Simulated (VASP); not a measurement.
These are PBEsol GGA, VASP's PBE PAW potentials (set 64) (plane waves; VASP) values and carry that method's errors. For the first row: Numerical set-up: 400 eV cut-off, 12×12×12 Γ-centred mesh, tetrahedra with Blöchl corrections, potentials In_d Te.

```csv
system,energy (eV/atom)
InTe (space group Fm-3m),-3.5426
In (bct),-2.9843
Te (trig),-3.5255
```

The references are the elements' solids at the same level; no temperature or zero-point terms are added.     Spin-orbit coupling is left out, which shifts such energies by up to tenths of an eV for the heavy elements here.

**Question.** What is the formation energy per atom of InTe?

**Answer.** The references average (1×(-2.9843) + 1×(-3.5255))/2 = -3.2549 eV, so the formation energy is -3.5426 − (-3.2549) = -0.288 eV/atom.
